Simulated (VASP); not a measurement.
```xyz
4
Lattice="1.2245 -2.1189 0.0000 1.2245 2.1189 0.0000 0.0000 0.0000 6.6091" Properties=species:S:1:pos:R:3 pbc="T T T"
C      1.2245    -0.3529     4.9885
C      1.2245     0.3529     1.6207
C      1.2245    -1.7660     4.9885
C      1.2245     1.7660     1.6207
```

Method: LDA (Ceperley-Alder, Perdew-Zunger), VASP's LDA PAW potentials (set 64) (plane waves; VASP). Run with 520 eV cut-off, 12×12×4 Γ-centred mesh, tetrahedra with Blöchl corrections, potentials C.

The cores are frozen, which limits the accuracy of field gradients.

Task: Give the principal components of the electric field gradient (V/Å²) and the asymmetry η at each nucleus.

Result: 
```json
[
 {"atom": "C1", "Vxx": "-16.9", "Vyy": "-16.8", "Vzz": "33.6", "η": "0.00"},
 {"atom": "C2", "Vxx": "-16.9", "Vyy": "-16.8", "Vzz": "33.6", "η": "0.00"},
 {"atom": "C3", "Vxx": "-16.9", "Vyy": "-16.8", "Vzz": "33.6", "η": "0.00"},
 {"atom": "C4", "Vxx": "-16.9", "Vyy": "-16.8", "Vzz": "33.6", "η": "0.00"}
]
```

The structure comes from a computed database's C entry (Cmme); how it stands against other phases isn't given here. It was relaxed first, which changed the volume by -6 %.
